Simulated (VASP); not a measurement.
Level of theory: PBEsol GGA, VASP's PBE PAW potentials (set 64) (plane waves; VASP).

VASP input:

File KPOINTS:
```
Automatic mesh
0
Gamma
11 11 11
0 0 0
```

**INCAR**
```
SYSTEM = AgF
PREC = Accurate
ENCUT = 520
EDIFF = 1E-6
NELM = 100
ALGO = Normal
LREAL = .FALSE.
LASPH = .TRUE.
ISMEAR = 1
SIGMA = 0.1
GGA = PS
LMAXMIX = 4
LWAVE = .FALSE.
LCHARG = .FALSE.
IBRION = 2
ISIF = 3
NSW = 60
EDIFFG = -0.01
```

### POSCAR
```
AgF
1
    0.0000000000     2.6023936625     2.6023936625
    2.6023936625     0.0000000000     2.6023936625
    2.6023936625     2.6023936625     0.0000000000
Ag F
1 1
Direct
  0.0000000000   0.0000000000   0.0000000000
  0.2500000000   0.2500000000   0.2500000000
```

POTCAR, in this order: Ag F (PBE.64 set). Program: vasp_std.

Question: What will the output report for the number of irreducible k-points (NKPTS), number of bands (NBANDS), largest plane-wave count, number of space-group operations, FFT grid (NGX, NGY, NGZ)?

Answer: 
The number of irreducible k-points (NKPTS) comes out as 56. The number of bands (NBANDS) is 13 and the largest plane-wave count comes out as 959. The number of space-group operations is 24 and the FFT grid (NGX, NGY, NGZ) is 28 × 28 × 28.

The structure was generated: AgF was put into the zinc blende type (F-43m), which need not be its known phase. This run relaxes it. Symmetry was kept, so distortions that lower it aren't found. The start is the result of an earlier pass.
